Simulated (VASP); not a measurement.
The system is SnSe2.

```
Sn Se
1.0
     3.81100    0.00000    0.00000
    -1.90550    3.30042    0.00000
     0.00000    0.00000    6.13600
Sn Se
1 2
Direct
  0.00000 0.00000 0.00000
  0.33333 0.66667 0.24900
  0.66667 0.33333 0.75100
```

| Quantity | Value |
| --- | --- |
| Program | VASP 6.6.1 |
| Task | relaxation of cell and atoms |
| Functional | r2SCAN |
| Potentials or basis | VASP PAW PBE potentials, release 64 (Sn_d, Se) |
| Cutoff | 600 eV |
| k mesh | 9 × 9 × 5 |
| Occupations | gaussian, width 0.03 eV |
| Spin | no spin polarisation |

At the start: pressure 3.7 GPa; volume 25.73 Å³/atom.

Q: Where does the relaxation end?

A: Over 11 steps the energy falls by 17.6 meV/atom and the volume is 27.86 Å³/atom (+8.3 %); space group P-3m1 (No. 164, to 0.05 Å).

The path:
```csv
step,energy change (eV),largest force (eV/Å),pressure (GPa),volume (Å³)
1,0.0000,0.5337,3.65,77.18
2,-0.0069,0.5170,-2.86,83.91
3,-0.0450,0.0460,-0.05,80.56
4,-0.0450,0.0354,0.02,80.49
5,-0.0464,0.0562,0.07,80.52
6,-0.0475,0.0988,0.16,80.57
7,-0.0486,0.0929,0.10,80.89
8,-0.0511,0.0754,-0.05,81.83
9,-0.0525,0.0421,-0.27,83.71
10,-0.0502,0.1463,0.73,83.19
11,-0.0528,0.0043,-0.02,83.58
```

Final structure:
```
Sn Se
1.0
     3.84252    0.00000    0.00000
    -1.92126    3.32772    0.00000
     0.00000    0.00000    6.53652
Sn Se
1 2
Cartesian
  0.0000 0.0000 0.0000
  0.0000 2.2185 1.5741
  1.9213 1.1092 4.9624
```

Caveat: the PAW data sets were made with another functional, which shifts forces and pressure a little.
